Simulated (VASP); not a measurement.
Given:

```
CELL_PARAMETERS angstrom
      4.20215     0.00000     0.00000
     -2.10107     3.63917     0.00000
      0.00000     0.00000     6.82827
ATOMIC_POSITIONS crystal
  Ca 0.00000 0.00000 0.00000
  Cd 0.33333 0.66667 0.63830
  Cd 0.66667 0.33333 0.36170
  P  0.66667 0.33333 0.76354
  P  0.33333 0.66667 0.23646
```

All values below come from LDA (Ceperley-Alder, Perdew-Zunger), VASP's LDA PAW potentials (set 64) (plane waves; VASP). Settings: 400 eV cut-off, 7×7×4 Γ-centred mesh, tetrahedra with Blöchl corrections, potentials Ca_sv Cd P.

Task: What does the run give for the energy per atom (σ→0)?

Result: 
| Property | Value |
|---|---|
| energy per atom (σ→0) | -4.068 eV/atom |

The absolute energy has meaning only against runs of the same code, potentials and settings.

The structure comes from a computed database's CaCd2P2 entry (P-3m1); how it stands against other phases isn't given here. It was relaxed first, which changed the volume by -7 %.
